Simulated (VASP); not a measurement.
# LuAl3N4: relaxation of cell and atoms with PBE

LuAl3N4:

```
CELL_PARAMETERS angstrom
6.58600 0.00000 0.00000
0.00000 5.65500 0.00000
0.00000 0.00000 5.14600
ATOMIC_POSITIONS crystal
Lu 0.00000 0.83607 0.98115
Lu 0.50000 0.16393 0.48115
Al 0.00000 0.18638 0.49592
Al 0.50000 0.81362 0.99592
Al 0.25008 0.66065 0.49553
Al 0.74992 0.66065 0.49553
Al 0.75008 0.33935 0.99553
Al 0.24992 0.33935 0.99553
N 0.00000 0.20973 0.86572
N 0.50000 0.79027 0.36572
N 0.27407 0.64987 0.86281
N 0.72593 0.64987 0.86281
N 0.00000 0.84545 0.42480
N 0.77407 0.35013 0.36281
N 0.22593 0.35013 0.36281
N 0.50000 0.15455 0.92480
```

The cell was built by a generator and needn't be a form met in nature.

| Item | Value |
| --- | --- |
| Program | VASP 6.6.1 |
| Task | relaxation of cell and atoms |
| Functional | PBE |
| Potentials or basis | VASP PAW PBE potentials, release 64 (Lu, Al, N) |
| Cutoff | 520 eV |
| k mesh | 4 × 4 × 6 |
| Occupations | gaussian, width 0.03 eV |
| Spin | no spin polarisation |
| Further INCAR settings | ALGO = Normal; EDIFF = 1e-06; IBRION = 2; EDIFFG = -0.01; NSW = 90; ISIF = 3 |

```
Relaxed volume                         : 12.02 Å³/atom
Relaxed cell                           : a = 6.585 Å, b = 5.675 Å, c = 5.146 Å, α = 90.00°, β = 90.00°, γ = 90.00°
Space group after relaxing (to 0.05 Å) : Pmn2_1 (No. 31)
Energy gained by relaxing              : 0.1 meV/atom
Ionic steps                            : 11
Pressure after relaxing                : 0.0 GPa
Largest force after relaxing           : 0.007 eV/Å
Band gap on the k mesh                 : 3.20 eV, indirect (least direct gap 3.23 eV)
```

Forces in eV/Å, atoms in the order of the input:
```
Lu   0.000  0.003  0.000
Lu   0.000 -0.003  0.000
Al   0.000  0.005  0.001
Al   0.000 -0.005  0.001
Al  -0.001 -0.004  0.002
Al   0.001 -0.004  0.002
Al  -0.001  0.004  0.002
Al   0.001  0.004  0.002
N    0.000  0.006 -0.004
N    0.000 -0.006 -0.004
N   -0.003  0.005  0.002
N    0.003  0.005  0.002
N    0.000  0.000 -0.005
N   -0.003 -0.005  0.002
N    0.003 -0.005  0.002
N    0.000  0.000 -0.005
```

Step by step:
| step | energy change (eV) | largest force (eV/Å) | pressure (GPa) | volume (Å³) |
| --- | --- | --- | --- | --- |
| 1 | 0.0000 | 0.0345 | 0.55 | 191.66 |
| 2 | -0.0007 | 0.0509 | -0.57 | 192.80 |
| 3 | -0.0014 | 0.0395 | -0.08 | 192.32 |
| 4 | -0.0018 | 0.0371 | -0.13 | 192.28 |
| 5 | -0.0020 | 0.0404 | -0.10 | 192.23 |
| 6 | -0.0021 | 0.0222 | 0.21 | 192.03 |
| 7 | -0.0021 | 0.0266 | 0.12 | 192.11 |
| 8 | -0.0023 | 0.0149 | 0.03 | 192.22 |
| 9 | -0.0023 | 0.0152 | -0.02 | 192.22 |
| 10 | -0.0023 | 0.0149 | 0.04 | 192.22 |
| 11 | -0.0023 | 0.0069 | -0.05 | 192.29 |

Final structure:
```cif
data_structure
_symmetry_space_group_name_H-M 'P 1'
_symmetry_Int_Tables_number 1
_cell_length_a 6.5848
_cell_length_b 5.6746
_cell_length_c 5.1462
_cell_angle_alpha 90.000
_cell_angle_beta 90.000
_cell_angle_gamma 90.000
_cell_volume 192.29
loop_
_atom_site_label
_atom_site_type_symbol
_atom_site_fract_x
_atom_site_fract_y
_atom_site_fract_z
_atom_site_occupancy
Lu1 Lu 0.00000 0.83734 0.98027 1
Lu2 Lu 0.50000 0.16266 0.48027 1
Al1 Al 0.00000 0.18628 0.49590 1
Al2 Al 0.50000 0.81372 0.99590 1
Al3 Al 0.25021 0.65973 0.49543 1
Al4 Al 0.74979 0.65973 0.49543 1
Al5 Al 0.75021 0.34027 0.99543 1
Al6 Al 0.24979 0.34027 0.99543 1
N1 N 0.00000 0.21039 0.86561 1
N2 N 0.50000 0.78961 0.36561 1
N3 N 0.27394 0.65014 0.86315 1
N4 N 0.72606 0.65014 0.86315 1
N5 N 0.00000 0.84538 0.42531 1
N6 N 0.77394 0.34986 0.36315 1
N7 N 0.22606 0.34986 0.36315 1
N8 N 0.50000 0.15462 0.92531 1
```

Levels at points of the mesh, in eV from the valence-band top:
| k point | band 51 | band 52 | band 53 | band 54 | band 55 | band 56 | band 57 | band 58 |
| --- | --- | --- | --- | --- | --- | --- | --- | --- |
| (0.00, 0.00, 0.00) | -0.50 | -0.43 | -0.15 | -0.03 | 3.20 | 4.27 | 4.34 | 4.34 |
| (0.50, 0.00, 0.00) | -0.43 | -0.43 | -0.09 | -0.09 | 4.12 | 4.12 | 5.18 | 5.18 |
| (0.00, 0.50, 0.00) | -0.30 | -0.17 | -0.13 | -0.09 | 4.21 | 4.48 | 4.62 | 4.71 |
| (0.50, 0.50, 0.00) | -0.20 | -0.20 | -0.02 | -0.02 | 4.60 | 4.60 | 5.00 | 5.00 |
| (0.00, 0.00, 0.50) | -0.47 | -0.47 | -0.30 | -0.30 | 4.20 | 4.20 | 5.21 | 5.21 |
| (0.50, 0.00, 0.50) | -0.47 | -0.47 | -0.16 | -0.16 | 5.08 | 5.08 | 5.24 | 5.24 |
| (0.00, 0.50, 0.50) | -0.53 | -0.53 | -0.25 | -0.25 | 4.65 | 4.65 | 4.94 | 4.94 |
| (0.50, 0.50, 0.50) | -0.39 | -0.39 | -0.04 | -0.04 | 4.84 | 4.84 | 5.07 | 5.07 |

Run time: 6 min on 8 MPI ranks on Intel(R) Xeon(R) 6975P-C (Granite Rapids), on a shared host, peak memory 0.59 GiB a rank.

Caveat: spin-orbit coupling is left out, which moves the levels of the heavy elements. As with any semilocal functional, this PBE gap is likely too small.
